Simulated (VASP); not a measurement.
Wanted: the native input for a VASP 6.6.1 run.

* Task: relaxation of cell and atoms
* Functional: PBE
* Potentials or basis: VASP PAW PBE potentials, release 64 (Ca_sv, Zr_sv)
* Cutoff: 600 eV
* k mesh: 14 × 14 × 14
* Occupations: gaussian, width 0.1 eV
* Spin: no spin polarisation
* Dipole correction: no
* Further INCAR settings: ALGO = Fast; EDIFF = 1e-06; IBRION = 2; EDIFFG = -0.01; NSW = 100; ISIF = 3

The structure of CaZr lies in POSCAR:

```
CaZr
1.0
    3.8762531388      0.0000000000      0.0000000000
    0.0000000000      3.8762531388      0.0000000000
    0.0000000000      0.0000000000      3.8762531388
Ca Zr
1 1
Direct
    0.5000000000      0.5000000000      0.5000000000
    0.0000000000      0.0000000000      0.0000000000
```

The cell was built by a generator and needn't be a form met in nature.

The cell isn't the ideal one: species swapped into the TmMg type (Pm-3m, No. 221).

One way to write it, as run:

INCAR

```
SYSTEM = CaZr
ALGO     = Fast           ! electronic algorithm
EDIFF    = 1E-6           ! SCF threshold, eV
EDIFFG   = -0.01          ! ionic threshold
ENCUT    = 600            ! plane-wave cutoff, eV
GGA      = PE             ! functional
IBRION   = 2              ! ionic algorithm
ISIF     = 3              ! what is computed and relaxed
ISMEAR   = 0              ! smearing method
LASPH    = .True.         ! aspherical terms in the spheres
LCHARG   = .False.        ! write CHGCAR
LREAL    = .False.        ! projectors in reciprocal space
LWAVE    = .False.        ! write WAVECAR
NELM     = 80             ! most SCF steps
NSW      = 100            ! ionic steps
PREC     = Accurate       ! precision mode
SIGMA    = 0.1            ! smearing width, eV
```

KPOINTS

```
k-points
0
Gamma
  14 14 14
  0 0 0
```

Potentials or basis: VASP PAW PBE potentials, release 64 (Ca_sv, Zr_sv).

Launch:

```bash
$ cat potpaw_PBE.64/Ca_sv/POTCAR potpaw_PBE.64/Zr_sv/POTCAR > POTCAR
$ mpirun -np 1 vasp_std > vasp.out
```

Results of the run:

```
Relaxed volume                         : 28.91 Å³/atom
Relaxed cell                           : a = 3.867 Å, b = 3.867 Å, c = 3.867 Å, α = 90.00°, β = 90.00°, γ = 90.00°
Space group after relaxing (to 0.05 Å) : Pm-3m (No. 221)
Energy gained by relaxing              : 0.2 meV/atom
Ionic steps                            : 2
Pressure after relaxing                : 0.0 GPa
Band gap on the k mesh                 : none (metal or under the smearing width)
```

It took 6.5 min on 1 thread of Intel(R) Xeon(R) Platinum 8375C CPU @ 2.90GHz (Ice Lake), with other jobs on the host, peak memory 0.29 GiB.
